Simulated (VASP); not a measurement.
# Ba2BiSb2: Sb into a neighbouring Sb vacancy, part 3 of 4

Wanted: the minimum-energy path in Ba2BiSb2 for this move: Sb into a neighbouring Sb vacancy. The start is a cell from a database of measured crystal structures.

VASP 6.6.1; PBEsol; plane waves and PAW (Bi, Ba_sv, Sb).

So far. Step 2 (Relax the host): The run ended after 9 ionic steps, 0.027 eV below its first step, once forces and stress met EDIFFG = -0.02. Step 3 (Relax the start): The run ended after 11 ionic steps, 0.056 eV below its first step, once the forces on the free atoms met EDIFFG = -0.05.

### 4. Relax the end

The end state is relaxed in the same way, so that both ends share their errors.

File INCAR:

```
SYSTEM = Ba8Bi4Sb7
PREC = Normal
ENCUT = 280
EDIFF = 1E-05
NELM = 120
ISMEAR = 1
SIGMA = 0.15
LREAL = Auto
ALGO = Fast
GGA = PS
NBANDS = 86
LORBIT = 11
LWAVE = .FALSE.
LCHARG = .FALSE.
KPAR = 3
LASPH = .TRUE.
IBRION = 2
NSW = 60
ISIF = 2
EDIFFG = -0.05
POTIM = 0.4
MAXMIX = 40
ISYM = 0
```

File POSCAR:

```
Ba8Bi4Sb7
1.0
    0.0000000000      0.0000000000      9.9911598862
    4.7842642784     -7.4841129910      0.0000000000
    4.7842642784      7.4841129910     -9.9911598862
Bi Ba Sb
4 8 7
Direct
   -0.0023388237      0.0016265966     -0.0017104693
   -0.0014885366     -0.0002514101      0.5004775777
    0.4970177373      0.4974187073     -0.0020479375
    0.4982066004      0.4994774080      0.5015070928
    0.5323926744      0.2488953896      0.2521680472
    0.5306379169      0.2473001262      0.7493103680
    0.0292652458      0.7523338265      0.2514112971
    0.0315465847      0.7503657565      0.7491743577
    0.4650129986      0.7525838101      0.2482256471
    0.4706537333      0.7509390057      0.7527555604
    0.9707105972      0.2494024486      0.2505931670
    0.9711641837      0.2514888020      0.7521742155
    0.3948671685      0.0995450589      0.8993728601
    0.8954043134      0.6011628357      0.3982575336
    0.9000550953      0.6030626048      0.8983286796
    0.6045681762      0.8973466464      0.1021283321
    0.3951022255      1.1034672453      0.3981335425
    0.1036345898      0.4023168581      0.1050129381
    0.1032483043      0.3990605363      0.6015425118
```

File KPOINTS:

```
Automatic mesh
0
Gamma
3 3 3
0 0 0
```

PAW data sets: Bi, Ba_sv and Sb (PBE family, release 64).

Command:

```
$ mpirun -np 3 vasp_std
```

The log of the run:

```text
[... set-up lines as in an earlier step ...]
 entering main loop
       N       E                     dE             d eps       ncg     rms          rms(c)
DAV:   1     0.734931058984E+03    0.73493E+03   -0.36972E+04  2408   0.793E+02
DAV:   2    -0.892960111434E+01   -0.74386E+03   -0.72615E+03  3052   0.205E+02
DAV:   3    -0.799079203696E+02   -0.70978E+02   -0.70201E+02  3040   0.667E+01
DAV:   4    -0.829942926773E+02   -0.30864E+01   -0.30775E+01  3632   0.129E+01
DAV:   5    -0.830748368290E+02   -0.80544E-01   -0.80502E-01  3152   0.212E+00    0.114E+01
RMM:   6    -0.821213902115E+02    0.95345E+00   -0.13506E+00  2413   0.198E+00    0.671E+00
RMM:   7    -0.819862651883E+02    0.13513E+00   -0.13242E+00  2636   0.209E+00    0.145E+00
RMM:   8    -0.819814875660E+02    0.47776E-02   -0.24198E-01  3100   0.105E+00    0.389E-01
RMM:   9    -0.819871569684E+02   -0.56694E-02   -0.66817E-02  4000   0.442E-01    0.319E-01
RMM:  10    -0.819869499435E+02    0.20702E-03   -0.91175E-03  3639   0.185E-01    0.180E-01
RMM:  11    -0.819873764197E+02   -0.42648E-03   -0.42776E-03  3681   0.124E-01    0.470E-02
WARNING in EDDRMM: call to ZHEGV failed, returncode =   8  4     52
RMM:  12    -0.819874337419E+02   -0.57322E-04   -0.14931E-03  3884   0.669E-02    0.254E-02
RMM:  13    -0.819874936967E+02   -0.59955E-04   -0.58381E-04  3502   0.413E-02    0.133E-02
RMM:  14    -0.819875188815E+02   -0.25185E-04   -0.23569E-04  2941   0.253E-02    0.694E-03
RMM:  15    -0.819875267382E+02   -0.78567E-05   -0.93794E-05  2581   0.164E-02
   1 F= -.81987527E+02 E0= -.81980922E+02  d E =-.819875E+02
 curvature:   0.00 expect dE= 0.000E+00 dE for cont linesearch  0.000E+00
 trial: gam= 0.00000 g(F)=  0.105E-01 g(S)=  0.000E+00 ort = 0.000E+00 (trialstep = 0.100E+01)
 search vector abs. value=  0.105E-01
 bond charge predicted
       N       E                     dE             d eps       ncg     rms          rms(c)
DAV:   1    -0.819959161677E+02   -0.83973E-02   -0.37467E-01  2936   0.151E+00    0.138E-01
RMM:   2    -0.819970269736E+02   -0.11108E-02   -0.14034E-02  2442   0.321E-01    0.471E-02
RMM:   3    -0.819971922466E+02   -0.16527E-03   -0.24666E-03  3612   0.121E-01    0.306E-02
RMM:   4    -0.819972057807E+02   -0.13534E-04   -0.39266E-04  4031   0.457E-02    0.144E-02
RMM:   5    -0.819972231824E+02   -0.17402E-04   -0.20086E-04  2879   0.236E-02    0.467E-03
RMM:   6    -0.819972234454E+02   -0.26303E-06   -0.42696E-05  1960   0.126E-02
   2 F= -.81997223E+02 E0= -.81990684E+02  d E =-.969671E-02
[... from here on, the cycles between the ionic steps are left out ...]
   3 F= -.82017184E+02 E0= -.82010855E+02  d E =-.296572E-01
[...]
WARNING in EDDRMM: call to ZHEGV failed, returncode =   6  3     43
   4 F= -.82017138E+02 E0= -.82011256E+02  d E =-.296109E-01
[...]
WARNING in EDDRMM: call to ZHEGV failed, returncode =   8  4     64
   5 F= -.82023593E+02 E0= -.82017493E+02  d E =-.360662E-01
   6 F= -.82023622E+02 E0= -.82017503E+02  d E =-.360953E-01
   7 F= -.82027366E+02 E0= -.82021553E+02  d E =-.374420E-02
[...]
WARNING in EDDRMM: call to ZHEGV failed, returncode =   8  4     39
   8 F= -.82034857E+02 E0= -.82029917E+02  d E =-.112346E-01
[...]
WARNING in EDDRMM: call to ZHEGV failed, returncode =   6  3     38
   9 F= -.82029341E+02 E0= -.82025739E+02  d E =-.571874E-02
[...]
WARNING in EDDRMM: call to ZHEGV failed, returncode =   6  3     63
  10 F= -.82036270E+02 E0= -.82031832E+02  d E =-.126476E-01
  11 F= -.82039943E+02 E0= -.82035751E+02  d E =-.367354E-02
 trial-energy change:   -0.003674  1 .order   -0.003657   -0.004508   -0.002806
 step:   7.6311(harm=  7.6311)  dis= 0.05628  next Energy=   -82.042242 (dE=-0.597E-02)
 bond charge predicted
       N       E                     dE             d eps       ncg     rms          rms(c)
DAV:   1    -0.820379506533E+02    0.19993E-02   -0.12894E+00  2414   0.283E+00    0.235E-01
RMM:   2    -0.820410168701E+02   -0.30662E-02   -0.44363E-02  2440   0.562E-01    0.632E-02
RMM:   3    -0.820417515722E+02   -0.73470E-03   -0.82149E-03  3578   0.212E-01    0.502E-02
RMM:   4    -0.820418607332E+02   -0.10916E-03   -0.12773E-03  3936   0.800E-02    0.498E-02
RMM:   5    -0.820418800990E+02   -0.19366E-04   -0.39389E-04  3560   0.398E-02    0.351E-02
WARNING in EDDRMM: call to ZHEGV failed, returncode =   6  3     48
RMM:   6    -0.820418808611E+02   -0.76213E-06   -0.13440E-04  2747   0.236E-02    0.257E-02
RMM:   7    -0.820418820894E+02   -0.12283E-05   -0.50141E-05  1992   0.129E-02
  12 F= -.82041882E+02 E0= -.82037952E+02  d E =-.561237E-02
 curvature:  -7.96 expect dE=-0.402E-02 dE for cont linesearch -0.188E-04
 trial: gam= 0.19584 g(F)=  0.505E-03 g(S)=  0.000E+00 ort =-0.878E-04 (trialstep = 0.383E+01)
 search vector abs. value=  0.596E-03
 reached required accuracy - stopping structural energy minimisation
```

Elapsed: 9.4 min, on 3 MPI ranks of Intel Xeon 6975P-C (Granite Rapids), shared host; peak memory 1.4 GiB.

OUTCAR, selected parts (step 4):

```text
 Found     14 irreducible k-points:

   NELECT =     135.0000    total number of electrons

 E-fermi :   4.3247

 k-point     1 :       0.0000    0.0000    0.0000
  band No.  band energies     occupation
    ...
     65       3.4828      2.00000
     66       3.8155      2.00002
     67       3.8289      2.00003
     68       4.2630      1.63464
     69       4.3708      0.50570
     70       4.3935      0.30614
     71       4.5108     -0.07084
     72       4.9605     -0.00000
     73       5.0396     -0.00000
     74       5.2506     -0.00000
    ...

 k-point     2 :       0.3333    0.0000    0.0000
  band No.  band energies     occupation
    ...
     64       3.3152      2.00000
     65       3.5229      2.00000
     66       3.6185      2.00000
     67       3.8049      2.00001
     68       4.2221      1.90813
     69       4.3816      0.40589
     70       4.7658     -0.00026
     71       5.1314     -0.00000
     72       5.2723     -0.00000
     73       5.4276     -0.00000
    ...

  Total       -1.6880308     -0.8554912     -2.3435886      0.1689593      0.0255823     -0.0143429
  in kB       -3.7799804     -1.9156878     -5.2479605      0.3783478      0.0572861     -0.0321178
  external PRESSURE =      -3.6478762 kB  Pullay stress =       0.0000000 kB

 POSITION                                       TOTAL-FORCE (eV/Angst)
 -----------------------------------------------------------------------------------
      4.79718      7.45967     -0.01312        -0.011274     -0.004387      0.012199
      7.18374     -3.67370     -4.99771         0.000304     -0.006678     -0.017881
      7.18675      3.72521     -5.00534        -0.011025     -0.024105      0.000935
      4.72890      0.05356     -0.00658        -0.003388      0.026768     -0.000784
      2.38567     -0.00788      2.77606         0.004897      0.024858     -0.017963
      4.83172      3.70669     -2.20543         0.014842      0.019741      0.006735
      4.76155     -3.78440     -2.21105        -0.017472      0.012943      0.009140
      7.17956      0.01096     -7.17687        -0.003622     -0.030690     -0.004201
      4.75470     -3.77640      2.19083         0.004465     -0.002134      0.007934
      7.17300      0.00414     -2.83945         0.011004     -0.022862      0.019927
      2.38872      0.00282      7.20624         0.002543      0.006665     -0.006741
      4.82786      3.70971      2.18588         0.017919      0.013331     -0.000328
      4.80999      5.96523     -5.00368        -0.004853     -0.008262      0.009032
      4.78494     -1.50850      4.98956        -0.028140     -0.016815     -0.014414
      7.20089      2.12817     -0.01584        -0.011521      0.009003      0.009329
      4.79371     -5.97216      4.98536        -0.027216      0.004387     -0.003106
      2.41389      2.37727     -0.00304        -0.009466      0.001401     -0.013546
      2.39673     -2.21581     -0.00758         0.033003     -0.000504     -0.016905
      4.76235      1.51935     -5.01078         0.039000     -0.002659      0.020636
 -----------------------------------------------------------------------------------
    total drift:                                0.006904     -0.003722     -0.041107

  FREE ENERGIE OF THE ION-ELECTRON SYSTEM (eV)
  ---------------------------------------------------
  free  energy   TOTEN  =       -82.0418820894 eV

  energy  without entropy=      -82.0300910341  energy(sigma->0) =      -82.03795174

 total charge
# of ion       s       p       d       tot
------------------------------------------
    1        1.721   1.952   0.050   3.723
    2        1.730   1.944   0.067   3.740
    3        1.730   1.950   0.068   3.749
    4        1.721   1.950   0.052   3.724
    5        2.008   5.578   0.342   7.927
    6        2.010   5.575   0.336   7.921
    7        2.010   5.575   0.336   7.920
    8        2.008   5.576   0.334   7.918
    9        2.010   5.575   0.335   7.920
   10        2.008   5.576   0.335   7.919
   11        2.008   5.578   0.342   7.927
   12        2.010   5.575   0.336   7.921
   13        1.169   1.270   0.019   2.459
   14        1.169   1.270   0.019   2.458
   15        1.168   1.270   0.018   2.456
   16        1.169   1.274   0.019   2.461
   17        1.161   1.276   0.010   2.447
   18        1.160   1.284   0.017   2.461
   19        1.169   1.272   0.019   2.460
--------------------------------------------------
tot         31.137  61.319   3.054  95.510

[... 6 parts as in an earlier step ...]

[... 6 further parts left out ...]
```

CONTCAR:

```
Ba8Bi4Sb7
   1.00000000000000
     0.0000000000000000    0.0000000000000000    9.9911598862000002
     4.7842642784000002   -7.4841129909999999    0.0000000000000000
     4.7842642784000002    7.4841129909999999   -9.9911598862000002
  Bi              Ba              Sb
     4     8     7
Direct
     0.9984029921985621    0.0029825574513661    0.9997163789121851
     0.0051209009234824    0.9962002693490918    0.5053336837542441
     0.4989795727300207    0.5022078524121443    0.9999568343370457
     0.4971338417626041    0.4906357641713003    0.4977921596570404
     0.5266493505000135    0.2498513676759230    0.2487978628694601
     0.5318578143074526    0.2573220490514941    0.7525961442935077
     0.0234970780803178    0.7504552193178233    0.2447979961915553
     0.0327411040788978    0.7495985684362370    0.7510627640017704
     0.4638918215024046    0.7492048030215877    0.2446153526119808
     0.4657245750094654    0.7493686005651827    0.7499213026673980
     0.9710928528599354    0.2494553183553055    0.2498315207886960
     0.9711762805609790    0.2567169132893446    0.7523952829518895
     0.4004041448400397    0.1041622616672135    0.9012147245430453
     0.8986869717725611    0.6008507246123357    0.3992898470485793
     0.8931540165156415    0.6103812017404315    0.8947391467572698
     0.6009750543898206    0.8999757746358704    0.1019977952530459
     0.4107915009973712    0.0934531480299652    0.4110954419444647
     0.1016874829852461    0.3985153437800374    0.1024464699440638
     0.0976934289851739    0.3962045149373491    0.5992146129727562
```

The steps of the relaxation:

```csv
step,energy less that of the first step (eV),largest force (eV/Å)
1,0.0000,0.2173
2,-0.0097,0.1925
3,-0.0297,0.1374
4,-0.0296,0.1830
5,-0.0361,0.1049
6,-0.0361,0.0958
7,-0.0398,0.0945
8,-0.0473,0.0937
9,-0.0418,0.1445
10,-0.0487,0.1072
11,-0.0524,0.0657
12,-0.0544,0.0442
```

The atoms that moved most (Å):

```csv
atom,dx,dy,dz,length
Sb17,0.014,0.172,0.027,0.175
Sb15,0.018,-0.082,-0.033,0.090
Ba6,0.064,-0.050,-0.021,0.084
Bi4,-0.060,0.038,0.026,0.076
Bi2,0.006,0.063,0.018,0.066
Ba7,-0.041,-0.035,0.008,0.055
Sb13,0.031,-0.021,0.037,0.052
Ba12,0.026,-0.037,-0.002,0.046
```

The relaxed structure:

```cif
data_structure
_symmetry_space_group_name_H-M 'P 1'
_symmetry_Int_Tables_number 1
_cell_length_a 9.9912
_cell_length_b 8.8826
_cell_length_c 13.3688
_cell_angle_alpha 106.196
_cell_angle_beta 138.361
_cell_angle_gamma 90.000
_cell_volume 715.49
loop_
_atom_site_label
_atom_site_type_symbol
_atom_site_fract_x
_atom_site_fract_y
_atom_site_fract_z
_atom_site_occupancy
Bi1 Bi 0.99840 0.00298 0.99972 1
Bi2 Bi 0.00512 0.99620 0.50533 1
Bi3 Bi 0.49898 0.50221 0.99996 1
Bi4 Bi 0.49713 0.49064 0.49779 1
Ba5 Ba 0.52665 0.24985 0.24880 1
Ba6 Ba 0.53186 0.25732 0.75260 1
Ba7 Ba 0.02350 0.75046 0.24480 1
Ba8 Ba 0.03274 0.74960 0.75106 1
Ba9 Ba 0.46389 0.74920 0.24462 1
Ba10 Ba 0.46572 0.74937 0.74992 1
Ba11 Ba 0.97109 0.24946 0.24983 1
Ba12 Ba 0.97118 0.25672 0.75240 1
Sb13 Sb 0.40040 0.10416 0.90121 1
Sb14 Sb 0.89869 0.60085 0.39929 1
Sb15 Sb 0.89315 0.61038 0.89474 1
Sb16 Sb 0.60098 0.89998 0.10200 1
Sb17 Sb 0.41079 0.09345 0.41110 1
Sb18 Sb 0.10169 0.39852 0.10245 1
Sb19 Sb 0.09769 0.39620 0.59921 1
```

This step gave:

| Quantity | Value |
| --- | --- |
| electronic cycles | 105 |
| free energy (TOTEN) | -82.0419 eV |
| energy at zero smearing | -82.0380 eV |

The run ended after 12 ionic steps, 0.054 eV below its first step, once the forces on the free atoms met EDIFFG = -0.05.

[end of part 3 of 4]

[Lines on the potential files, build, host, timing and source positions are cut from VASP's logs without a mark.]

[Logs are printed without paths, hosts, clocks, repeated set-up lines and the standing remarks that a program may print on its own settings, such as how far it seeks lower states.]

[Hosts, paths, dates, database ids (printed as entryN), source tags and the programs' standing remarks are cut or masked in the printed files.]

[Runs that stopped without an error message from VASP are left out.]
